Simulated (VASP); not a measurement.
Method: r2SCAN meta-GGA, VASP's PBE PAW potentials (set 64) (plane waves; VASP 6.6.1).

Input for VASP

**KPOINTS**
```
Automatic mesh
0
gamma
7 7 4
0 0 0
```

File POSCAR:
```
GaN
1
    1.5945742487    -2.7618835771     0.0000000000
    1.5945742487     2.7618835771     0.0000000000
    0.0000000000    -0.0000000000     5.1906563629
Ga N
2 2
Direct
  0.6666670000   0.3333330000   0.5000958380
  0.3333330000   0.6666670000   0.0000958380
  0.6666670000   0.3333330000   0.8769041620
  0.3333330000   0.6666670000   0.3769041620
```

INCAR:
```
SYSTEM = GaN
PREC = Accurate
ENCUT = 520
EDIFF = 1E-8
NELM = 100
ALGO = Normal
LREAL = .FALSE.
LASPH = .TRUE.
ISMEAR = 0
SIGMA = 0.05
METAGGA = R2SCAN
LMIXTAU = .TRUE.
LMAXMIX = 4
LWAVE = .FALSE.
LCHARG = .FALSE.
IBRION = 1
ISIF = 2
NSW = 30
EDIFFG = -0.001
```

POTCAR, in this order: Ga_d N (PBE.64 set). Program: vasp_std.

Task: Estimate the energy per atom (σ→0).

Result: 
- energy per atom (σ→0) = -10.955 eV/atom

**OSZICAR**
```
...
DAV:   8    -0.438209895249E+02   -0.40059E-06   -0.97290E-10   540   0.380E-04    0.402E-05
DAV:   9    -0.438209890497E+02    0.47523E-06   -0.52239E-10   546   0.325E-04    0.278E-05
DAV:  10    -0.438209890616E+02   -0.11926E-07   -0.12648E-10   540   0.160E-04    0.254E-05
DAV:  11    -0.438209890852E+02   -0.23522E-07   -0.42441E-11   546   0.867E-05    0.247E-05
DAV:  12    -0.438209890502E+02    0.35006E-07   -0.18364E-11   546   0.624E-05    0.247E-05
DAV:  13    -0.438209890647E+02   -0.14538E-07   -0.10555E-11   546   0.404E-05    0.246E-05
DAV:  14    -0.438209890576E+02    0.70522E-08   -0.56506E-12   534   0.283E-05
   2 F= -.43820989E+02 E0= -.43820989E+02  d E =-.322284E-05
```

The compound is GaN in the wurtzite structure. This run relaxes the ions in a fixed cell. Symmetry was kept, so distortions that lower it aren't found. The start is the result of an earlier pass.
